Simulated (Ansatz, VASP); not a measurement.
**PN: VASP beside Ansatz**

Aim: how closely do two programs agree when they are given the same cell, functional and k mesh? The cell is generated by rule, not measured, and may not be a known phase. The cell is taken from a series of runs on this material, whose earlier steps may have relaxed, scaled, displaced or heated it; both programs get it as it stands.

Method: plane waves, with VASP 6.6.1 beside it; zone-centre phonons at PBE, in Ansatz 0.2.0.

The structure was built from a prototype and need not be the compound's stable phase.

### Step 1. The starting structure

The structure is cubic, space group Fm-3m (No. 225). Conventional cell: a = 4.373 Å, b = 4.373 Å, c = 4.373 Å, α = 90.00°, β = 90.00°, γ = 90.00°. Nearest to P lie 6 N at 2.19 Å. Nearest to N lie 6 P at 2.19 Å. Farther neighbours and most contacts between anions are not listed.

### Step 2. Ansatz: zone-centre phonons, PBE

Ansatz runs on its default PAW (the set named soft_2) files.

Second derivatives magnify differences that forces hide, and they need a tight electronic threshold.

Contents of input.yaml:

```yaml
crystal:
  lattice:
    - [1.5462516486, 0.8927288055, 2.5250183686]
    - [-1.5462516486, 0.8927288055, 2.5250183686]
    - [0.0, -1.7854576111, 2.5250183686]
  atoms:
    - { symbol: P, position: [0.5, 0.5, 0.5] }
    - { symbol: "N", position: [0.0, 0.0, 0.0] }
kpoints:
  mp_grid: { grid: [16, 16, 16] }
hamiltonian:
  xc: pbe
scf:
  occupations: { method: gaussian, width: 0.02 }
output:
  eigenvalues: true
phonons:
  method: dfpt
  qmesh: [4, 4, 4]
  temperatures: { t_max: 1000, t_step: 50 }
  qpath:
    path:
      - [[0.0, 0.0, 0.0], [0.5, 0.5, 0.0], [0.625, 0.375, 0.0]]
      - [[0.375, 0.0, -0.375], [0.0, 0.0, 0.0], [0.5, 0.0, 0.0], [0.5, 0.25, -0.25], [0.5, 0.5, 0.0]]
    npoints: 10
```

Command:

```bash
ansatz run input.yaml --threads 4 --pin off --max-ram 8192MiB --backend cpu --events-out ev --progress --plain --runs-dir out
```

Numbers of over 12 decimals in the logs are rounded to 6 here.

The log of the run:

```text
Engine: ansatz 0.2.0, aarch64-unknown-linux-gnu
Pseudopotentials: kind: paw
Pseudopotential: P, paw, valence charge 5, recommended cutoff 420 eV (normal), P.paw.azcp
Pseudopotential: N, paw, valence charge 5, recommended cutoff 420 eV (normal), N.paw.azcp
Functional definition: PBE
  parameter kappa = 0.804
  parameter beta = 0.066725
  exchange = pbe_x(kappa = kappa, mu = beta*pi^2/3)
  correlation = pbe_c(beta = beta)
Crystal: 2 atoms, lattice volume = 20.913 Å³
Basis set: ecut = 420 eV, 411 PW (Γ), exchange–correlation on 48×48×48 points (8 copies of the dense FFT grid, shifted against one another)
Bands: 9, of which v1, the nominal top of the filled ones, is band 5 counted from 1 (4 counted from 0)
Symmetry: 48 space group operations
k-points: 145 of 4096
Non-local potential: P, projectors of the file, l = 0: 2, l = 1: 2, l = 2: 2
Non-local potential: N, projectors of the file, l = 0: 2, l = 1: 2, l = 2: 1
PAW form: soft (Blöchl's): semilocal exchange-correlation on the pseudo side does not see the compensation charge
PAW one-centre angular grid: P, 110 points (default); XC on 64 Gauss nodes
PAW one-centre angular grid: N, 110 points (default); XC on 64 Gauss nodes
Initial density: superposition of atomic densities (neutral atoms: chi_scale 0, normalization atom), corrected by the library's trained network
Initial wavefunctions: pseudopotential atomic-orbital guess
Functional: x = pbe(κ = 0.804, μ = 0.219515), c = pbe(β = 0.066725)
SCF iter   1: F=—  HF=-1137.390312 eV  |F-HF|=—  |Δ(HF+E_count)|=         —  Δρ=1.76e-3  dr2=2.76e-4  ethr=1.77e-3  ⟨swp⟩=6.2  Hψ=10333  notcnv=0
preconditioner: auto → none  [insulator: Δε(μ)=0.060 eV  Ē_g=12.717 eV  σ=0.020 eV  W_gap=0.50  n_scr=0 (ndim 8)  ℏωp=25.7 eV  f_vac=0.000  D(μ)=0.33/eV (n_scr^D=0)  ε∞_Penn≈5.1]
SCF iter   2: F=—  HF=-1137.390348 eV  |F-HF|=—  |Δ(HF+E_count)|=   3.55e-5  Δρ=9.09e-4  dr2=7.17e-5  ethr=2.76e-6  ⟨swp⟩=2.1  Hψ=3361  notcnv=0  defer=1
SCF iter   3: F=—  HF=-1137.390428 eV  |F-HF|=—  |Δ(HF+E_count)|=   8.04e-5  Δρ=4.96e-5  dr2=3.49e-7  ethr=7.17e-7  ⟨swp⟩=2.1  Hψ=2026  notcnv=0  defer=1
SCF iter   4: F=—  HF=-1137.390429 eV  |F-HF|=—  |Δ(HF+E_count)|=   3.59e-7  Δρ=1.38e-5  dr2=2.83e-8  ethr=3.49e-9  ⟨swp⟩=2.0  Hψ=1769  notcnv=0  defer=1
SCF iter   5: F=—  HF=-1137.390429 eV  |F-HF|=—  |Δ(HF+E_count)|=   7.40e-9  Δρ=2.22e-6  dr2=6.57e-10  ethr=2.83e-10  ⟨swp⟩=2.1  Hψ=2020  notcnv=0  defer=1
SCF iter   6: F=-1137.390429 eV  HF=-1137.390429 eV  |F-HF|=4.55e-13  |Δ(HF+E_count)|=  2.71e-10  Δρ=6.24e-8  dr2=5.56e-13  ethr=1.00e-12  ⟨swp⟩=4.7  Hψ=6988  notcnv=0
SCF 1 converged in 6 iterations: F = -1137.390429 eV  dr2 = 5.56e-13
  greatest PAW one-centre occupation: 0.875 electrons in one spin orbital (limit 2), on the P atom at site 0 (counted from 0), in its partial waves of l = 0
Initial density: read from a saved state, or passed on in memory by an earlier SCF of this step, an earlier step, the calling program or the single point that the run made first
iter 1 solved again at ethr=9.77e-9 eV; its pass at ethr=3.10e-3 eV (dr2=9.77e-7 eV) is discarded
SCF iter   1: F=—  HF=-1137.390429 eV  |F-HF|=—  |Δ(HF+E_count)|=         —  Δρ=2.62e-7  dr2=1.42e-11  ethr=9.77e-9  ⟨swp⟩=3.7  Hψ=14677  notcnv=0
eigensolver tolerance schedule: the retry pair's looser diagonalisation over-reported the residual by 68765.30 of it (diagonalisation noise at 0.28 of the residual, at the tolerance the schedule requests for it); recorded, not acted on — ethr = c·dr2/N_el stays at c = 1.0e-1
iter 2 did not close the SCF: its close was put off for the readings that it lacked (scf_convergence_deferred on its scf_iter line)
SCF iter   2: F=-1137.390429 eV  HF=-1137.390429 eV  |F-HF|=1.82e-12  |Δ(HF+E_count)|=   7.72e-9  Δρ=1.28e-7  dr2=2.75e-12  ethr=1.00e-12  ⟨swp⟩=2.6  Hψ=2198  notcnv=0
iter 3 did not close the SCF: its close was put off for the readings that it lacked (scf_convergence_deferred on its scf_iter line)
SCF iter   3: F=-1137.390429 eV  HF=-1137.390429 eV  |F-HF|=6.82e-13  |Δ(HF+E_count)|=    0.00e0  Δρ=7.31e-8  dr2=8.92e-13  ethr=1.00e-12  ⟨swp⟩=1.0  Hψ=1305  notcnv=0
iter 4 did not close the SCF: its close was put off for the readings that it lacked (scf_convergence_deferred on its scf_iter line)
SCF iter   4: F=-1137.390429 eV  HF=-1137.390429 eV  |F-HF|=4.55e-13  |Δ(HF+E_count)|=  4.55e-13  Δρ=6.87e-9  dr2=7.13e-15  ethr=1.00e-12  ⟨swp⟩=1.0  Hψ=1305  notcnv=0
iter 5 did not close the SCF: its close was put off for the readings that it lacked (scf_convergence_deferred on its scf_iter line)
SCF iter   5: F=-1137.390429 eV  HF=-1137.390429 eV  |F-HF|=4.55e-13  |Δ(HF+E_count)|=  2.27e-13  Δρ=6.45e-9  dr2=8.15e-15  ethr=1.00e-12  ⟨swp⟩=1.0  Hψ=1305  notcnv=0
SCF iter   6: F=-1137.390429 eV  HF=-1137.390429 eV  |F-HF|=2.27e-13  |Δ(HF+E_count)|=  4.55e-13  Δρ=3.70e-9  dr2=2.74e-15  ethr=1.00e-12  ⟨swp⟩=1.3  Hψ=3725  notcnv=0
SCF 2 converged in 6 iterations: F = -1137.390429 eV  dr2 = 2.74e-15
phonons: the bands overlap, so this run is a metal and interpolates without the dipole-dipole term. If the crystal is really an insulator or semiconductor, its LO-TO splitting is missing
NSCF: frozen V_eff on 145 k-points
NSCF: frozen V_eff on 621 k-points
DFPT response loops at q = (0, 0, 0) (fractional): preconditioner auto → Kerker (q_TF=auto, 2.413 Å⁻¹) (partly filled bands, converged f_vac=0.000); β = 1.00, the filter's whole step (`scf.mixing.beta` (0.50) is not read by the response loops under this deck's `scf.mixing.preconditioner`; to damp them name `kerker` or `kerker_dos`, under which they read `scf.mixing.beta`, and type it under 1.00, their step now; both keys bind the ground state too); Broyden in place of MSR1
NSCF: frozen V_eff on 4352 k-points
DFPT response loops at q = (0, 0, 0.25) (fractional): mixed as the last ones told, above
NSCF: frozen V_eff on 2196 k-points
DFPT response loops at q = (0, 0, -0.5) (fractional): mixed as the last ones told, above
NSCF: frozen V_eff on 4352 k-points
DFPT response loops at q = (0, 0.25, 0.25) (fractional): mixed as the last ones told, above
NSCF: frozen V_eff on 8192 k-points
DFPT response loops at q = (0, 0.25, -0.5) (fractional): mixed as the last ones told, above
NSCF: frozen V_eff on 8192 k-points
DFPT response loops at q = (0, 0.25, -0.25) (fractional): mixed as the last ones told, above
NSCF: frozen V_eff on 2196 k-points
DFPT response loops at q = (0, -0.5, -0.5) (fractional): mixed as the last ones told, above
NSCF: frozen V_eff on 4352 k-points
DFPT response loops at q = (0.25, -0.5, -0.25) (fractional): mixed as the last ones told, above
SCF converged after 6 iterations
Free energy (F): -1137.390429 eV
Harris-Foulkes:  -1137.390429 eV  (|F-HF|=4.55e-13)
Internal energy: -1137.390362 eV  (E = F + TS)
E sigma→0 (E₀):  -1137.390395 eV
Entropy (-TS):   -0.000067 eV (-0.033 meV/atom)
Fermi energy:    11.882507 eV
--- Per-component energies (eV) ---
  E_band       = 36.156336
  E_kinetic    = 194.992747
  E_local      = -181.503356  (includes V_loc(G=0)·N_el)
  E_nonlocal   = 79.971885
  E_hartree    = 51.741994
  E_xc         = -120.231169
  E_vxc        = -135.587116  (∫ρ·V_xc dr)
  E_paw        = -695.271544  (= ΣΔE_a)
  E_vpaw       = -25.201907  (= ΣTr[D̂ρ^β])
  E_aug_tail   = 0.000089  (compensation charges beyond the density's cutoff)
  E_ewald      = -467.091009
  E_smearing   = -0.000067  (= −TS)
  E_closure    = 0.000000  (closes the sum)
  Σ components = -1137.390429   (vs F -1137.390429, Δ=0.00e0)
--- Band table (eV; the first three rows and the last of 145) ---
  k-point 0: bands = ["-7.8426", "6.9513", "8.3499", "8.3499", "8.3499", "16.8660", "16.8660", "16.8660", "19.6256"]
  k-point 1: bands = ["-7.7694", "6.3087", "8.3410", "8.3410", "8.8523", "16.5751", "16.5751", "16.6093", "19.6308"]
  k-point 2: bands = ["-7.5511", "5.1636", "8.3191", "8.3191", "9.5817", "15.8805", "15.8805", "16.0050", "19.6610"]
  k-point 144: bands = ["-3.4236", "1.1580", "3.3043", "3.3043", "10.6969", "13.0878", "17.3900", "17.3900", "21.3734"]
--- Phonons (Γ-DFPT): 2 representative perturbations + reference (Σ response iterations 6) ---
  ASR residual: 2.265e-5 → 0.000e0 eV/Å²; symmetrization residual: 4.889e-7 eV/Å²
  ASR residual per site (eV/Å²): 2.38e-6 2.27e-5
  Γ frequencies (cm⁻¹): -563.56 -563.56 -563.56 0.00 0.00 0.00
--- Phonons (arbitrary-q DFPT): 8 irreducible q on the 4×4×4 mesh ---
  q = [0.0000, 0.0000, 0.0000] (star 1, of the zone-centre solve; hermiticity 8.68e-8, symmetrization 1.17e-14): -563.56 -563.56 -563.56 -0.00 0.00 0.00
  q = [0.0000, 0.0000, 0.2500] (star 8, 4 solved perturbations on 2176 of 4096 k-point pairs; hermiticity 6.75e-8, symmetrization 3.38e-8): -207.38 -207.38 156.17 156.17 206.97 391.20
  q = [0.0000, 0.0000, -0.5000] (star 4, 4 solved perturbations on 1098 of 4096 k-point pairs; hermiticity 3.14e-8, symmetrization 1.57e-8): 95.91 95.91 279.02 279.02 318.50 470.37
  q = [0.0000, 0.2500, 0.2500] (star 6, 2 solved perturbations on 2176 of 4096 k-point pairs; hermiticity 3.51e-8, symmetrization 1.40e-11): -480.24 -480.24 -23.71 180.47 180.47 376.02
  q = [0.0000, 0.2500, -0.5000] (star 24, 4 solved perturbations on 4096 of 4096 k-point pairs: no pair is spared here; hermiticity 6.73e-8, symmetrization 1.22e-8): -331.60 -310.43 -168.83 245.21 289.06 394.47
  q = [0.0000, 0.2500, -0.2500] (star 12, 2 solved perturbations on 4096 of 4096 k-point pairs: no pair is spared here; hermiticity 5.09e-8, symmetrization 4.73e-14): -470.94 -87.79 253.02 256.84 262.04 413.41
  q = [0.0000, -0.5000, -0.5000] (star 3, 2 solved perturbations on 1098 of 4096 k-point pairs; hermiticity 1.50e-7, symmetrization 3.59e-11): -488.51 -488.51 -484.96 257.84 257.84 366.99
  q = [0.2500, -0.5000, -0.2500] (star 6, 2 solved perturbations on 2176 of 4096 k-point pairs; hermiticity 1.20e-7, symmetrization 3.19e-9): -474.17 -474.17 216.82 263.09 324.04 324.04
  sum rule: each row above includes the acoustic sum rule's correction from the zone centre's row sums; it moved no ω² by more than (0.66 cm⁻¹)²
  mesh force constants: q→R imaginary residual 1.88e-17; ASR residual 2.265e-5 → 0.000e0 eV/Å²; symmetrization residual 6.661e-15 eV/Å²
  interpolated dispersion: 62 rows × 6 modes
  density of states and harmonic sums: on the 24×24×24 q-mesh, interpolated from the force constants of a 4×4×4 supercell (no non-analytic term)
  largest difference from the sums on the solved wave vectors: F 3.62e-2 eV, S 5.18e-5 and C_V 1.55e-5 eV/K
  zero-point energy: 0.062557 eV/cell   skipped modes (ω ≤ 0): 945, of them read as no rigid motion or as one in doubt: 942 (2.273e0 modes/cell left out, lowest -563.56 cm⁻¹)   left out of the sums: 3.79e-1 of the cell's modes: C_V's classical limit lies that fraction below 3 k_B per atom; for a crystal, a wire or a layer, F and S can be off by more, and a phonons.interpolated_qmesh denser along its periods is the remedy for the sampling
```

(Continued in part 2 of 2.)

[Lines on the potential files, build, host, timing and source positions are cut from VASP's logs without a mark.]

[Logs are printed without paths, hosts, clocks, repeated set-up lines and the standing remarks that a program may print on its own settings, such as how far it seeks lower states.]

[Hosts, paths, dates, database ids (printed as entryN), source tags and the programs' standing remarks are cut or masked in the printed files.]
